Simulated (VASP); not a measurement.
```
CELL_PARAMETERS angstrom
      0.00000     2.91720     2.91720
      2.91720     0.00000     2.91720
      2.91720     2.91720     0.00000
ATOMIC_POSITIONS crystal
  Li 0.25000 0.25000 0.25000
  Li 0.75000 0.75000 0.75000
  S  0.00000 0.00000 0.00000
```

Calculation: PBE GGA, VASP's PBE PAW potentials (set 64) (plane waves; VASP). Run with 520 eV cut-off, 6×6×6 Γ-centred mesh, first-order Methfessel-Paxton smearing of 0.30 eV, potentials Li_sv S.

Task: Give the stress tensor in GPa (positive for a compressed cell).

Result: 
```
-2.49   0.00   0.00
 0.00  -2.49   0.00
 0.00   0.00  -2.49
```
The pressure is its mean diagonal, -2.49 GPa.

The compound is Li2S in the antifluorite structure. The cell was not relaxed at this level. The run is one of a series of settings (ISMEAR = 1, SIGMA = 0.3 against the base run), some of them coarse on purpose.
